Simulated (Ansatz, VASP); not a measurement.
# Cross-check of SiC (Moissanite 3C) between VASP and Ansatz, part 2 of 2

One calculation is typed for both programs; each brings its own data sets. How far apart do they land? The structure shown is the end of the Ansatz relaxation below.

VASP 6.6.1 and Ansatz 0.2.0.

So far: Set-up; Ansatz: relaxation, RPBE; VASP: single point, RPBE, pair 1.

### 3. VASP: single point, RPBE, pair 1 (continued)

Level of this step: RPBE; plane waves and PAW (Si, C) (VASP).

Numbers of over 12 decimals in the logs are rounded to 6 here.

OUTCAR, selected parts (step 3):

```text
ion  position               nearest neighbor table
   1  0.000  0.000  0.000-   2 1.90   2 1.90   2 1.90   2 1.90
   2  0.250  0.250  0.250-   1 1.90   1 1.90   1 1.90   1 1.90

  LATTYP: Found a face centered cubic cell.
 ALAT       =     4.3878540498

 Subroutine GETGRP returns: Found 24 space group operations
 (whereof 24 operations were pure point group operations)

The static configuration has the point symmetry T_d .

 Found     72 irreducible k-points:

   k-points           NKPTS =     72   k-points in BZ     NKDIM =     72   number of bands    NBANDS=     10

   dimension x,y,z NGX =    28 NGY =   28 NGZ =   28
   dimension x,y,z NGXF=    56 NGYF=   56 NGZF=   56

   ENCUT  =  600.0 eV  44.10 Ry    6.64 a.u.   6.20  6.20  6.20*2*pi/ulx,y,z

   NELECT =       8.0000    total number of electrons

 k-points in reciprocal lattice and weights: Automatic mesh
   0.00000000  0.00000000  0.00000000       0.001
   0.08333333  0.00000000  0.00000000       0.005
   0.16666667  0.00000000  0.00000000       0.005
   0.25000000  0.00000000  0.00000000       0.005
   0.33333333  0.00000000  0.00000000       0.005
   0.41666667  0.00000000  0.00000000       0.005
   0.50000000  0.00000000  0.00000000       0.002
   0.08333333  0.08333333  0.00000000       0.003
   0.16666667  0.08333333  0.00000000       0.014
[...]
-0.33333333  0.50000000  0.16666667       0.007
  -0.25000000  0.50000000  0.25000000       0.003

 average (electrostatic) potential at core
       1 -80.7881       2 -45.1653

 E-fermi :   8.6580

 k-point     1 :       0.0000    0.0000    0.0000
  band No.  band energies     occupation
      1      -7.2953      2.00000
      2       7.9652      2.00000
      3       7.9652      2.00000
      4       7.9652      2.00000
      5      13.9745      0.00000
      6      15.1804      0.00000
      7      15.1804      0.00000
      8      15.1804      0.00000
      9      22.2956      0.00000
    ...

 k-point     2 :       0.0833    0.0000    0.0000
  band No.  band energies     occupation
      1      -7.1619      2.00000
      2       7.2388      2.00000
      3       7.8715      2.00000
      4       7.8715      2.00000
      5      14.2408      0.00000
      6      15.3178      0.00000
      7      15.3537      0.00000
      8      15.3537      0.00000
      9      21.5823      0.00000
    ...

 k-point     3 :       0.1667    0.0000    0.0000
  band No.  band energies     occupation
      1      -6.7659      2.00000
      2       5.6073      2.00000
      3       7.6393      2.00000
      4       7.6393      2.00000
      5      14.1590      0.00000
      6      15.6933      0.00000
      7      15.6933      0.00000
      8      16.1809      0.00000
      9      20.8162      0.00000
    ...

  Total        0.1789820      0.1789820      0.1789820     -0.0000000     -0.0000000      0.0000000
  in kB       13.5776127     13.5776127     13.5776127     -0.0000000     -0.0000000      0.0000000
  external PRESSURE =      13.5776127 kB  Pullay stress =       0.0000000 kB

  energy-cutoff  :      600.00
  volume of cell :       21.12
      direct lattice vectors                 reciprocal lattice vectors
     0.000000000  2.193927025  2.193927025    -0.227901837  0.227901837  0.227901837
     2.193927025  0.000000000  2.193927025     0.227901837 -0.227901837  0.227901837
     2.193927025  2.193927025  0.000000000     0.227901837  0.227901837 -0.227901837

 POSITION                                       TOTAL-FORCE (eV/Angst)
 -----------------------------------------------------------------------------------
      0.00000      0.00000      0.00000        -0.000000     -0.000000     -0.000000
      1.09696      1.09696      1.09696         0.000000      0.000000      0.000000
 -----------------------------------------------------------------------------------
    total drift:                               -0.000000     -0.000000     -0.000000

  FREE ENERGIE OF THE ION-ELECTRON SYSTEM (eV)
  ---------------------------------------------------
  free  energy   TOTEN  =       -14.3259107175 eV

  energy  without entropy=      -14.3259107175  energy(sigma->0) =      -14.32591072

 total charge
# of ion       s       p       d       tot
------------------------------------------
    1        0.707   0.956   0.000   1.663
    2        0.841   1.689   0.000   2.530
--------------------------------------------------
tot          1.547   2.645   0.000   4.192

[... 3 further parts left out ...]
```

The run ends at a pressure of 1.36 GPa.

### 4. Differences

Known differences besides the potentials themselves: fixed occupations in Ansatz, narrow Gaussian smearing in VASP; the cutoff is 420 eV in Ansatz and 600 eV in VASP; Ansatz makes its cores anew for this functional, VASP keeps those of its PBE data sets; Ansatz's pressure holds a Pulay correction, VASP's none. Total energies have different zeros and are not compared.

Compared:

| quantity | Ansatz | VASP | difference |
| --- | --- | --- | --- |
| pressure (GPa) | 1.99 | 1.36 | +0.63 |
| gap on the k mesh (eV) | 1.390 | 1.386 | +0.004 |

A gap on the mesh is an upper bound, since the band edges may lie between its points.

### 5. Ansatz: relaxation, RPBE

This run makes the geometry at which the two programs are then compared. The cell compared in this pair holds 20.39 Å³, against 21.12 Å³ for the pair before.

The structure compared here is the end of the Ansatz relaxation.

Contents of input.yaml:

```yaml
crystal:
  lattice:
    - [0.0, 2.2008869807, 2.2008869807]
    - [2.2008869807, 0.0, 2.2008869807]
    - [2.2008869807, 2.2008869807, 0.0]
  atoms:
    - { symbol: Si, position: [0.0, 0.0, 0.0] }
    - { symbol: C, position: [0.25, 0.25, 0.25] }
kpoints:
  mp_grid: { grid: [12, 12, 12] }
hamiltonian:
  xc: rpbe
scf:
  occupations: { method: fixed }
output:
  forces: true
  stress: true
  eigenvalues: true
relax:
  adjacent_minimum: "off"
  f_tol: 0.001
  max_steps: 60
  cell: { stress_tol: 0.05, p_target: 10.0 }
```

On the command line:

```
ansatz run input.yaml --threads 4 --pin off --max-ram 8192MiB --backend cpu --events-out ev --progress --plain --runs-dir out
```

Log:

```text
[...]
Crystal: 2 atoms, lattice volume = 21.322 Å³
Basis set: ecut = 420 eV, 411 PW (Γ), exchange–correlation on 48×48×48 points (8 copies of the dense FFT grid, shifted against one another)
Bands: 8, of which v1, the nominal top of the filled ones, is band 4 counted from 1 (3 counted from 0)
Symmetry: 24 space group operations
[...]
k-points: 72 of 1728 (time reversal used)
[...]
0.000000       0.000000       9.998227
  P = ⅓ Tr σ = 9.9982 GPa (99.982 kbar)
--- Band table (eV; the first three rows and the last of 72) ---
[...]
--- Relaxed structure (5 steps of the walk, 5 accepted, 2 SCFs on fresh bases) ---
[...]
cell:  # Å, volume = 20.3922 Å³
    - [0, 2.168426, 2.168426]
    - [2.168426, 0, 2.168426]
    - [2.168426, 2.168426, 0]
  atoms:
    - { symbol: Si, position: [0, 0, 0] }
    - { symbol: C, position: [0.25, 0.25, 0.25] }
[key lines of the parts left out:]
SCF converged after 4 iterations
Free energy (F): -891.454724 eV
Fermi energy:    9.766416 eV
```

### 6. VASP: single point, RPBE, pair 2

The same cell, functional and mesh now go to VASP, with its own data sets.

Contents of INCAR:

```
SYSTEM = SiC
PREC = Accurate
ENCUT = 600
EDIFF = 1E-06
NELM = 120
ISMEAR = 0
SIGMA = 0.01
LREAL = .FALSE.
ALGO = Normal
GGA = RP
NBANDS = 10
LORBIT = 11
LWAVE = .FALSE.
LCHARG = .FALSE.
ISIF = 2
LASPH = .TRUE.
GGA_COMPAT = .FALSE.
EFERMI = MIDGAP
```

Contents of POSCAR:

```
SiC
1.0
    0.0000000000      2.1684264115      2.1684264115
    2.1684264115      0.0000000000      2.1684264115
    2.1684264115      2.1684264115      0.0000000000
Si C
1 1
Direct
    0.0000000000      0.0000000000      0.0000000000
    0.2500000000      0.2500000000      0.2500000000
```

Contents of KPOINTS:

```
Automatic mesh
0
Gamma
12 12 12
0 0 0
```

Potentials, in the order of the species: Si and C (PBE family, release 64).

On the command line:

```
mpirun -np 1 vasp_std
```

Log:

```text
[banner, memory and clock lines left out]
running    1 mpi-ranks, on    1 nodes
[...]
[... a notice as in an earlier step ...]

 LDA part: xc-table for (Slater+PW92), standard interpolation
 POSCAR, INCAR and KPOINTS ok, starting setup
[...]
entering main loop
       N       E                     dE             d eps       ncg     rms          rms(c)
DAV:   1     0.693016799323E+01    0.69302E+01   -0.43061E+03  1480   0.756E+02
DAV:   2    -0.153947158944E+02   -0.22325E+02   -0.21370E+02  1900   0.118E+02
DAV:   3    -0.161177458472E+02   -0.72303E+00   -0.72149E+00  1716   0.190E+01
DAV:   4    -0.161207197278E+02   -0.29739E-02   -0.29737E-02  1640   0.149E+00
[...]
DAV:  10    -0.143014050288E+02   -0.18384E-03   -0.29660E-04  1556   0.124E-01    0.206E-02
DAV:  11    -0.143014090470E+02   -0.40182E-05   -0.52929E-05  1644   0.415E-02    0.521E-03
DAV:  12    -0.143014098714E+02   -0.82446E-06   -0.19874E-06  1322   0.107E-02
   1 F= -.14301410E+02 E0= -.14301410E+02  d E =0.000000E+00
```

OUTCAR, selected parts (step 6):

```text
  Total        1.1832975      1.1832975      1.1832975     -0.0000000      0.0000000     -0.0000000
  in kB       92.9694958     92.9694958     92.9694958     -0.0000000      0.0000000     -0.0000000
  external PRESSURE =      92.9694958 kB  Pullay stress =       0.0000000 kB

 POSITION                                       TOTAL-FORCE (eV/Angst)
 -----------------------------------------------------------------------------------
      0.00000      0.00000      0.00000         0.000000     -0.000000     -0.000000
      1.08421      1.08421      1.08421        -0.000000      0.000000      0.000000
 -----------------------------------------------------------------------------------
    total drift:                                0.000000      0.000000      0.000000

  FREE ENERGIE OF THE ION-ELECTRON SYSTEM (eV)
  ---------------------------------------------------
  free  energy   TOTEN  =       -14.3014098714 eV

  energy  without entropy=      -14.3014098714  energy(sigma->0) =      -14.30140987

[... 1 part as in an earlier step ...]

[... 2 further parts left out ...]
[key lines of the parts left out:]
E-fermi :   9.0325
```

The run ends at a pressure of 9.30 GPa.

### 7. Side by side

Compared:

| quantity | Ansatz | VASP | difference |
| --- | --- | --- | --- |
| pressure (GPa) | 10.00 | 9.30 | +0.70 |
| gap on the k mesh (eV) | 1.356 | 1.351 | +0.005 |

A gap on the mesh is an upper bound, since the band edges may lie between its points.

### 8. What came out

```yaml
difference_in_gap_on_the_k_mesh_single_point_rpbe_pair_1: 0.0044 eV
difference_in_pressure_single_point_rpbe_pair_1: 0.63 GPa
difference_in_gap_on_the_k_mesh_single_point_rpbe_pair_2: 0.0054 eV
difference_in_pressure_single_point_rpbe_pair_2: 0.70 GPa
```

What this shows: The difference in pressure is 0.70 GPa (single point, RPBE, pair 2), within the 1 GPa picked in this series as the mark of a large difference. Such differences can come from data sets, numerical settings and the points named under the comparisons, not from the functional's error against experiment.

[Lines on the potential files, build, host, timing and source positions are cut from VASP's logs without a mark.]

[Logs are printed without paths, hosts, clocks, repeated set-up lines and the standing remarks that a program may print on its own settings, such as how far it seeks lower states.]

[Hosts, paths, dates, database ids (printed as entryN), source tags and the programs' standing remarks are cut or masked in the printed files.]
